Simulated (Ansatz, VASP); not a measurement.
# Sb (Antimony) in two plane-wave programs

Wanted: the spread between two codes on one cell, functional and k mesh. The cell is taken from a series of runs on this material, whose earlier steps may have relaxed, scaled, displaced or heated it; both programs get it as it stands.

Program: Ansatz 0.2.0. Level of theory: plane waves, with VASP 6.6.1 beside it; zone-centre phonons at LDA. Results are calculated unless marked as measured.

## (1) Set-up

It takes space group R-3m (No. 166, trigonal). Conventional cell: a = 4.286 Å, b = 4.286 Å, c = 10.900 Å, α = 90.00°, β = 90.00°, γ = 120.00°. Nearest to Sb lie 3 Sb at 2.90 Å.

Coordinates:

```cif
data_structure
_symmetry_space_group_name_H-M 'R-3m:H'
_symmetry_Int_Tables_number 166
_cell_length_a 4.2863
_cell_length_b 4.2863
_cell_length_c 10.8998
_cell_angle_alpha 90.000
_cell_angle_beta 90.000
_cell_angle_gamma 120.000
_cell_volume 173.42
loop_
_atom_site_label
_atom_site_type_symbol
_atom_site_symmetry_multiplicity
_atom_site_Wyckoff_symbol
_atom_site_fract_x
_atom_site_fract_y
_atom_site_fract_z
_atom_site_occupancy
Sb1 Sb 6 c 0.33333 0.66667 0.90300 1
```

## (2) Ansatz: zone-centre phonons, LDA

Ansatz runs on its PAW soft_1 files.

Second derivatives magnify differences that forces hide, and they need a tight electronic threshold.

Contents of input.yaml:

```yaml
crystal:
  lattice:
    - [2.1431409008, 1.237342976, 3.6332508133]
    - [-2.1431409008, 1.237342976, 3.6332508133]
    - [0.0, -2.474685952, 3.6332508132]
  atoms:
    - { symbol: Sb, position: [0.2363312156, 0.2363312156, 0.2363312156] }
    - { symbol: Sb, position: [0.7636687844, 0.7636687844, 0.7636687844] }
kpoints:
  mp_grid: { grid: [12, 12, 12] }
hamiltonian:
  xc: lda
  pseudopotentials: { kind: paw, azcp: { folder: soft_1 }, xc_functional: pbe }
scf:
  occupations: { method: methfessel_paxton, width: 0.2 }
output:
  eigenvalues: true
phonons:
  method: dfpt
```

Launch:

```bash
ansatz run input.yaml --threads 4 --pin off --max-ram 10240MiB --backend cpu --events-out ev --progress --plain --runs-dir out
```

Numbers of over 12 decimals in the logs are rounded to 6 here.

The program printed:

```text
Engine: ansatz 0.2.0, x86_64-unknown-linux-gnu
Pseudopotentials: kind: paw
Pseudopotential: Sb, paw, valence charge 15, recommended cutoff 420 eV (normal), soft_1/Sb.paw.azcp
Functional definition: SPW92
  exchange = slater_x
  correlation = pw_c
Crystal: 2 atoms, lattice volume = 57.808 Å³
Basis set: ecut = 420 eV, 1135 PW (Γ), exchange–correlation on 60×60×60 points (8 copies of the dense FFT grid, shifted against one another)
Bands: 19, of which v1, the nominal top of the filled ones, is band 15 counted from 1 (14 counted from 0)
Symmetry: 12 space group operations
k-points: 476 of 1728 (irreducible under 2 space group operations, time reversal used)
Non-local potential: Sb, projectors of the file, l = 0: 2, l = 1: 2, l = 2: 2, l = 3: 1
PAW form: soft (Blöchl's): semilocal exchange-correlation on the pseudo side does not see the compensation charge
PAW frozen core: Sb, regenerated for the run's functional, and the local potential with it (the file was generated under x = pbe(κ = 0.804, μ = 0.219515), c = pbe(β = 0.066725))
PAW one-centre angular grid: Sb, 590 points (default); XC on 64 Gauss nodes
Initial density: superposition of atomic densities (chi_scale 0.1, normalization cell)
Initial wavefunctions: pseudopotential atomic-orbital guess
Functional: x = slater, c = lda
SCF iter   1: F=—  HF=-12671.793861 eV  |F-HF|=—  |Δ(HF+E_count)|=         —  Δρ=1.50e-2  dr2=1.07e-1  ethr=3.10e-3  ⟨swp⟩=5.9  Hψ=48221  notcnv=0
preconditioner: auto → none  [insulator: Δε(μ)=0.154 eV  Ē_g=8.884 eV  σ=0.200 eV  W_gap=0.56  n_scr=14 (ndim 8)  ℏωp=15.4 eV  f_vac=0.000  D(μ)=0.16/eV (n_scr^D=0)  ε∞_Penn≈4.0]
SCF iter   2: F=—  HF=-12671.770566 eV  |F-HF|=—  |Δ(HF+E_count)|=   2.33e-2  S|Δr|=    0.00e0  Δρ=6.82e-3  dr2=2.13e-2  ethr=3.56e-4  ⟨swp⟩=1.1  Hψ=12981  notcnv=0
SCF iter   3: F=—  HF=-12671.767055 eV  |F-HF|=—  |Δ(HF+E_count)|=   3.51e-3  S|Δr|=    0.00e0  Δρ=5.15e-4  dr2=1.42e-4  ethr=7.10e-5  ⟨swp⟩=1.4  Hψ=9667  notcnv=0
SCF iter   4: F=—  HF=-12671.767068 eV  |F-HF|=—  |Δ(HF+E_count)|=   1.28e-5  S|Δr|=    0.00e0  Δρ=2.16e-4  dr2=1.71e-5  ethr=4.75e-7  ⟨swp⟩=2.0  Hψ=16210  notcnv=0
SCF iter   5: F=—  HF=-12671.767065 eV  |F-HF|=—  |Δ(HF+E_count)|=   2.96e-6  S|Δr|=    0.00e0  Δρ=5.52e-5  dr2=1.97e-6  ethr=5.70e-8  ⟨swp⟩=2.0  Hψ=16193  notcnv=0
SCF iter   6: F=—  HF=-12671.767064 eV  |F-HF|=—  |Δ(HF+E_count)|=   8.44e-7  S|Δr|=    0.00e0  Δρ=7.21e-6  dr2=1.40e-8  ethr=6.57e-9  ⟨swp⟩=2.0  Hψ=16206  notcnv=0
SCF iter   7: F=—  HF=-12671.767064 eV  |F-HF|=—  |Δ(HF+E_count)|=   7.86e-9  S|Δr|=    0.00e0  Δρ=1.32e-6  dr2=4.35e-10  ethr=4.67e-11  ⟨swp⟩=3.0  Hψ=17071  notcnv=0
SCF iter   8: F=-12671.767064 eV  HF=-12671.767064 eV  |F-HF|=1.82e-12  |Δ(HF+E_count)|=  1.87e-10  S|Δr|=    0.00e0  Δρ=1.09e-7  dr2=2.52e-12  ethr=1.00e-12  ⟨swp⟩=5.0  Hψ=45552  notcnv=0
SCF 1 converged in 8 iterations: F = -12671.767064 eV  dr2 = 2.52e-12
  greatest PAW one-centre occupation: 0.997 electrons in one spin orbital (limit 2), on the Sb atom at site 1 (counted from 0), in its partial waves of l = 2
DFPT response loops at Γ: preconditioner auto → Kerker (q_TF=auto, 2.446 Å⁻¹) (partly filled bands, converged f_vac=0.000); β = 1.00, the filter's whole step (`scf.mixing.beta` (0.50) is not read by the response loops under this deck's `scf.mixing.preconditioner`; to damp them name `kerker` or `kerker_dos`, under which they read `scf.mixing.beta`, and type it under 1.00, their step now; both keys bind the ground state too); Broyden in place of MSR1
SCF converged after 8 iterations
Stability not checked: this state was not tested for a lower state beside it, because cold or Methfessel-Paxton smearing, or corrected tetrahedra, fill the levels in a way that the test cannot read (fill_not_monotonic; see scf.lower_state_search)
Free energy (F): -12671.767064 eV
Harris-Foulkes:  -12671.767064 eV  (|F-HF|=1.82e-12)
Internal energy: -12671.769359 eV  (E = F + TS)
E sigma→0 (E₀):  -12671.767638 eV
Entropy (-TS):   0.002295 eV (1.147 meV/atom)
Fermi energy:    10.584584 eV
--- Per-component energies (eV) ---
  E_band       = -321.017986
  E_kinetic    = 329.087425
  E_local      = -3098.941927  (includes V_loc(G=0)·N_el)
  E_nonlocal   = 787.675133
  E_hartree    = 1281.664501
  E_xc         = -198.200458
  E_vxc        = -183.873306  (∫ρ·V_xc dr)
  E_paw        = -8789.699123  (= ΣΔE_a)
  E_vpaw       = -718.294574  (= ΣTr[D̂ρ^β])
  E_aug_tail   = 0.000248  (compensation charges beyond the density's cutoff)
  E_ewald      = -2984.472780
  E_core_change = 1.117622  (= ΣΔE_core)
  E_smearing   = 0.002295  (= −TS)
  E_closure    = -0.000000  (closes the sum)
  Σ components = -12671.767064   (vs F -12671.767064, Δ=0.00e0)
--- Band table (eV; the first three rows and the last of 476) ---
  k-point 0: bands = [... 11 lower, 5.9155, 8.6248, 8.7451, 8.7451, 13.0299, 13.4963, 13.4963, 15.6506]
  k-point 1: bands = [... 11 lower, 5.5110, 8.6459, 8.7384, 8.9538, 12.9228, 13.2594, 13.2665, 15.3445]
  k-point 2: bands = [... 11 lower, 4.6013, 8.6695, 8.7281, 9.3457, 12.5245, 12.6777, 12.7193, 15.1999]
  k-point 475: bands = [... 11 lower, 1.2678, 9.3413, 9.3413, 10.1558, 10.5148, 10.5148, 11.5322, 18.0718]
--- Phonons (Γ-DFPT): 2 representative perturbations + reference, on 476 of 1728 k-points (Σ response iterations 6) ---
  k mesh reduced under 2 symmetry operations, with k and −k counted as one. Each operation leaves every solved perturbation unchanged. A smaller set is not used because it would not reduce the number of displacements times k-points to solve
  ASR residual: 3.171e-5 → 0.000e0 eV/Å²; symmetrization residual: 1.515e-5 eV/Å²
  ASR residual per site (eV/Å²): 3.17e-5 3.17e-5
  Γ frequencies (cm⁻¹): 0.00 0.00 0.00 87.98 87.98 141.15
  non-analytic LO–TO correction: not included (Born effective charges unavailable; polar crystals: no LO–TO splitting at Γ)
```

In the SCF lines HF is the Harris–Foulkes energy and dr2 the Hartree energy of the density residual, in eV; the loop may stop once dr2 is under the threshold and the program's other checks hold. Hψ counts applications of the Hamiltonian.

## (3) VASP: zone-centre phonons, LDA

The same cell, functional (in two slightly different forms), mesh and smearing now go to VASP, with its own data sets.

Lines of VASP's logs that name or quote its potential files are left out, and so is its time.

Contents of INCAR:

```
SYSTEM = Sb
PREC = Accurate
ENCUT = 500
EDIFF = 1E-08
NELM = 120
ISMEAR = 1
SIGMA = 0.2
LREAL = .FALSE.
ALGO = Normal
GGA = CA
NBANDS = 11
LORBIT = 11
LWAVE = .FALSE.
LCHARG = .FALSE.
ISIF = 2
IBRION = 8
LASPH = .TRUE.
GGA_COMPAT = .FALSE.
KPAR = 2
```

Contents of POSCAR:

```
Sb
1.0
    2.1431409008      1.2373429760      3.6332508133
   -2.1431409008      1.2373429760      3.6332508133
    0.0000000000     -2.4746859520      3.6332508132
Sb
2
Direct
    0.2363312156      0.2363312156      0.2363312156
    0.7636687844      0.7636687844      0.7636687844
```

Contents of KPOINTS:

```
Automatic mesh
0
Gamma
12 12 12
0 0 0
```

The projector-augmented-wave data sets are Sb (LDA family, release 64).

Launch:

```bash
mpirun -np 2 vasp_std
```

The program printed:

```text
[banner, memory and clock lines left out]
running    2 mpi-ranks, on    1 nodes
 distrk:  each k-point on    1 cores,    2 groups
 distr:  one band on    1 cores,    1 groups

 POSCAR found type information on POSCAR Sb
 POSCAR found :  1 types and       2 ions
 LDA part: xc-table for (Slater(with rela. corr.)+CA(PZ))
 , standard interpolation
 POSCAR, INCAR and KPOINTS ok, starting setup
 FFT: planning ... GRIDC
 FFT: planning ... GRID_SOFT
 FFT: planning ... GRID
 WAVECAR not read
 entering main loop
       N       E                     dE             d eps       ncg     rms          rms(c)
DAV:   1     0.362089416685E+02    0.36209E+02   -0.35282E+03  4158   0.697E+02
DAV:   2    -0.770465664641E+01   -0.43914E+02   -0.42524E+02  5703   0.114E+02
DAV:   3    -0.963333400352E+01   -0.19287E+01   -0.19103E+01  5043   0.274E+01
DAV:   4    -0.965123877474E+01   -0.17905E-01   -0.17900E-01  4752   0.313E+00
DAV:   5    -0.965145114563E+01   -0.21237E-03   -0.21237E-03  4820   0.380E-01    0.328E+00
DAV:   6    -0.963542718754E+01    0.16024E-01   -0.35234E-03  4688   0.322E-01    0.195E+00
DAV:   7    -0.962646582365E+01    0.89614E-02   -0.75341E-03  4539   0.465E-01    0.547E-02
DAV:   8    -0.962647482707E+01   -0.90034E-05   -0.21059E-04  4647   0.104E-01    0.175E-02
DAV:   9    -0.962647846495E+01   -0.36379E-05   -0.14231E-05  4800   0.234E-02    0.651E-03
DAV:  10    -0.962647812004E+01    0.34491E-06   -0.16205E-06  4683   0.707E-03    0.969E-04
DAV:  11    -0.962647815134E+01   -0.31299E-07   -0.15155E-07  4734   0.238E-03    0.349E-04
DAV:  12    -0.962647815192E+01   -0.58060E-09   -0.95879E-09  2802   0.543E-04
   1 F= -.96264782E+01 E0= -.96272337E+01  d E =0.226660E-02
 Linear response reoptimize wavefunctions to high precision
DAV:   1    -0.962647815217E+01   -0.25403E-09   -0.15837E-09  3729   0.273E-04
DAV:   2    -0.962647815216E+01    0.11482E-10   -0.11045E-10  2400   0.808E-05
 Linear response DOF=           2
 Linear response progress:
  Degree of freedom:   1/  2
       N       E                     dE             d eps       ncg     rms          rms(c)
RMM:   1    -0.260602003715E-01   -0.26060E-01    0.20791E-02 38916   0.122E+00
RMM:   2    -0.256518887883E-01    0.40831E-03   -0.17747E-03 30102   0.254E-01    0.502E-02
RMM:   3    -0.256556362455E-01   -0.37475E-05   -0.50331E-05 31709   0.417E-02    0.296E-02
RMM:   4    -0.257099847605E-01   -0.54349E-04   -0.25557E-05 31850   0.205E-02    0.234E-03
RMM:   5    -0.257159843873E-01   -0.59996E-05   -0.18901E-06 32495   0.384E-03    0.105E-03
RMM:   6    -0.257173780627E-01   -0.13937E-05    0.13097E-07 30998   0.918E-04    0.311E-04
RMM:   7    -0.257165114597E-01    0.86660E-06    0.18148E-07 33004   0.231E-04    0.920E-05
RMM:   8    -0.257164990261E-01    0.12434E-07    0.24071E-08 33699   0.482E-05    0.212E-05
RMM:   9    -0.257164985284E-01    0.49765E-09   -0.69789E-09 33477   0.137E-05    0.194E-06
 first order change of Fermi-energy  -0.18543E-04
 force on displaced ion       1 direction 1 :  -1.920   0.000   0.000
 Linear response progress:
  Degree of freedom:   2/  2
       N       E                     dE             d eps       ncg     rms          rms(c)
RMM:   1    -0.270500883852E-01   -0.27050E-01    0.13817E-02  8136   0.123E+00
RMM:   2    -0.257408676564E-01    0.13092E-02   -0.17498E-03  6492   0.264E-01    0.487E-02
RMM:   3    -0.256484549372E-01    0.92413E-04   -0.46183E-05  6905   0.453E-02    0.291E-02
RMM:   4    -0.255863823211E-01    0.62073E-04   -0.26869E-05  6730   0.251E-02    0.702E-03
RMM:   5    -0.255948148172E-01   -0.84325E-05   -0.82370E-07  6962   0.517E-03    0.242E-03
RMM:   6    -0.255966015137E-01   -0.17867E-05   -0.51537E-08  7021   0.106E-03    0.794E-04
RMM:   7    -0.255958291932E-01    0.77232E-06    0.12252E-08  7088   0.326E-04    0.198E-04
RMM:   8    -0.255958582817E-01   -0.29089E-07    0.42484E-09  7179   0.522E-05    0.262E-05
RMM:   9    -0.255958770709E-01   -0.18789E-07    0.95091E-10  7174   0.197E-05    0.152E-05
RMM:  10    -0.255958747318E-01    0.23391E-08    0.20365E-09  7248   0.684E-06    0.272E-06
 first order change of Fermi-energy  -0.58334E+00
 force on displaced ion       1 direction 3 :   0.000   0.000  -4.660
 Linear response finished
```

OUTCAR, selected parts (step 3):

```text
ion  position               nearest neighbor table
   1  0.236  0.236  0.236-   2 2.90   2 2.90   2 2.90   2 3.26   2 3.26   2 3.26
   2  0.764  0.764  0.764-   1 2.90   1 2.90   1 2.90   1 3.26   1 3.26   1 3.26

  LATTYP: Found a trigonal (rhomboedric) cell.
 ALAT       =     4.3959733886
 COS(alpha) =     0.5246414217

 Subroutine GETGRP returns: Found 12 space group operations
 (whereof 12 operations were pure point group operations)

The static configuration has the point symmetry D_3d.

 Found    189 irreducible k-points:

   k-points           NKPTS =    189   k-points in BZ     NKDIM =    189   number of bands    NBANDS=     11

   dimension x,y,z NGX =    32 NGY =   32 NGZ =   32
   dimension x,y,z NGXF=    64 NGYF=   64 NGZF=   64

   ENCUT  =  500.0 eV  36.75 Ry    6.06 a.u.   8.01  8.01  8.01*2*pi/ulx,y,z

   NELECT =      10.0000    total number of electrons

 k-points in reciprocal lattice and weights: Automatic mesh
   0.00000000  0.00000000  0.00000000       0.001
   0.08333333 -0.00000000  0.00000000       0.003
   0.16666667 -0.00000000  0.00000000       0.003
   0.25000000 -0.00000000  0.00000000       0.003
   0.33333333 -0.00000000  0.00000000       0.003
   0.41666667  0.00000000  0.00000000       0.003
   0.50000000 -0.00000000  0.00000000       0.002
   0.08333333  0.08333333  0.00000000       0.003
   0.16666667  0.08333333  0.00000000       0.007
[...]
-0.41666667  0.50000000  0.41666667       0.003
   0.50000000  0.50000000  0.50000000       0.001

 average (electrostatic) potential at core
       1 -86.2465       2 -86.2465

  Total        0.2862479      0.2862479      0.2539352      0.0000000      0.0000000      0.0000000
  in kB        7.9335119      7.9335119      7.0379483      0.0000000      0.0000000      0.0000000
  external PRESSURE =       7.6349907 kB  Pullay stress =       0.0000000 kB

  energy-cutoff  :      500.00
  volume of cell :       57.81
      direct lattice vectors                 reciprocal lattice vectors
     2.143140901  1.237342976  3.633250813     0.233302439  0.134697226  0.091745203
    -2.143140901  1.237342976  3.633250813    -0.233302439  0.134697226  0.091745203
     0.000000000 -2.474685952  3.633250813     0.000000000 -0.269394452  0.091745203

 POSITION                                       TOTAL-FORCE (eV/Angst)
 -----------------------------------------------------------------------------------
      0.00000      0.00000      2.57595         0.000000     -0.000000      0.064384
      0.00000      0.00000      8.32380         0.000000      0.000000     -0.064384
 -----------------------------------------------------------------------------------
    total drift:                               -0.000000      0.000000     -0.000000

 Eigenvectors and eigenvalues of the dynamical matrix
 ----------------------------------------------------

   1 f  =    4.325511 THz    27.177986 2PiTHz  144.283508 cm-1    17.888867 meV
             X         Y         Z           dx          dy          dz
      0.000000  0.000000  2.575952    -0.000000    0.000000    0.707107
      0.000000  0.000000  8.323801     0.000000   -0.000000   -0.707107

   2 f  =    2.776544 THz    17.445541 2PiTHz   92.615543 cm-1    11.482859 meV
             X         Y         Z           dx          dy          dz
      0.000000  0.000000  2.575952     0.000005   -0.707107    0.000000
      0.000000  0.000000  8.323801    -0.000005    0.707107   -0.000000

   3 f  =    2.776544 THz    17.445541 2PiTHz   92.615543 cm-1    11.482859 meV
             X         Y         Z           dx          dy          dz
      0.000000  0.000000  2.575952    -0.707107   -0.000005    0.000000
      0.000000  0.000000  8.323801     0.707107    0.000005   -0.000000

   4 f  =    0.000000 THz     0.000000 2PiTHz    0.000002 cm-1     0.000000 meV
             X         Y         Z           dx          dy          dz
      0.000000  0.000000  2.575952     0.131150   -0.683214   -0.126561
      0.000000  0.000000  8.323801     0.131150   -0.683214   -0.126561

   5 f  =    0.000000 THz     0.000000 2PiTHz    0.000001 cm-1     0.000000 meV
             X         Y         Z           dx          dy          dz
      0.000000  0.000000  2.575952     0.694038    0.122627    0.057222
      0.000000  0.000000  8.323801     0.694038    0.122627    0.057222

   6 f  =    0.000000 THz     0.000000 2PiTHz    0.000000 cm-1     0.000000 meV
             X         Y         Z           dx          dy          dz
      0.000000  0.000000  2.575952    -0.033340   -0.134835    0.693331
      0.000000  0.000000  8.323801    -0.033340   -0.134835    0.693331

 ELASTIC MODULI CONTR FROM IONIC RELAXATION (kBar)
 Direction    XX          YY          ZZ          XY          YZ          ZX
 --------------------------------------------------------------------------------
 XX        -102.0696    -83.9063   -143.0689      0.0000     40.2202     -0.0000
 YY         -83.9063   -102.0696   -143.0689     -0.0000    -40.2202      0.0000
 ZZ        -143.0689   -143.0689   -220.1224      0.0000     -0.0000     -0.0000
 XY           0.0000     -0.0000      0.0000     -9.0816     -0.0000     37.8535
 YZ          40.2202    -40.2202     -0.0000     -0.0000   -178.1247      0.0000
 ZX          -0.0000      0.0000     -0.0000     37.8535      0.0000   -157.7786
 --------------------------------------------------------------------------------
```

## (4) Side by side

Known differences besides the potentials themselves: the two LDA forms differ slightly; the data sets hold 30 valence electrons in Ansatz (on its PAW soft_1 files) and 10 in VASP; the cutoff is 420 eV in Ansatz and 500 eV in VASP; VASP's log shows a relativistic correction to its local exchange, Ansatz's none. Total energies have different zeros and are not compared.

Both answers:

```
                  quantity  Ansatz   VASP  difference
optical mode 1 to 2 (cm⁻¹)    88.0   92.6     -5.01 %
     optical mode 3 (cm⁻¹)   141.2  144.3     -2.17 %
```

Modes are paired by rising frequency, not by their patterns, so a pair may set unlike modes beside each other; they are those without the splitting of longitudinal modes.

## (5) What came out

```
r.m.s. difference of the optical zone-centre modes, each program's sorted by frequency (zone-centre phonons, LDA) : 4.2 cm⁻¹
difference in optical mode 1 to 2 (zone-centre phonons, LDA)                                                      : -5.0 %
```

The r.m.s. difference of the optical zone-centre modes, each program's sorted by frequency is 4.2 cm⁻¹ (zone-centre phonons, LDA). The data sets hold unlike numbers of valence electrons (30 in Ansatz and 10 in VASP), so part of the differences comes from the potentials. Among the rows given in per cent, the largest difference of the zone-centre phonons, LDA pair is in optical mode 1 to 2, -5.0 %. Such differences can come from data sets, numerical settings and the points named under the comparisons, not from the functional's error against experiment.

[Lines on the potential files, build, host, timing and source positions are cut from VASP's logs without a mark.]

[Logs are printed without paths, hosts, clocks, repeated set-up lines and the standing remarks that a program may print on its own settings, such as how far it seeks lower states.]

[Hosts, paths, dates, database ids (printed as entryN), source tags and the programs' standing remarks are cut or masked in the printed files.]
